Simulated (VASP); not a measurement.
Input:

```
CELL_PARAMETERS angstrom
      4.21878     0.00000     0.00000
      0.00000     4.21878     0.00000
      0.00000     0.00000     4.21878
ATOMIC_POSITIONS crystal
  Ba 0.00000 0.00000 0.00000
  Zr 0.50000 0.50000 0.50000
  O  0.50000 0.00000 0.50000
  O  0.00000 0.50000 0.50000
  O  0.50000 0.50000 0.00000
```

All values below come from PBE GGA with D3 dispersion (zero damping), VASP's PBE PAW potentials (set 64) (plane waves; VASP). Settings: 520 eV cut-off, 6×6×6 Γ-centred mesh, tetrahedra with Blöchl corrections, potentials Ba_sv Zr_sv O.

The cores are frozen, which limits the accuracy of field gradients.

### Question
Give the principal components of the electric field gradient (V/Å²) and the asymmetry η at each nucleus.

### Answer

| atom | Vxx | Vyy | Vzz | η |
|---|---|---|---|---|
| Ba1 | 0.0 | 0.0 | 0.0 | - |
| Zr2 | 0.0 | 0.0 | 0.0 | - |
| O3 | 6.2 | 6.2 | -12.4 | 0.00 |
| O4 | 6.2 | 6.2 | -12.4 | 0.00 |
| O5 | 6.2 | 6.2 | -12.4 | 0.00 |

The compound is BaZrO3 in the cubic perovskite structure. It was relaxed first.
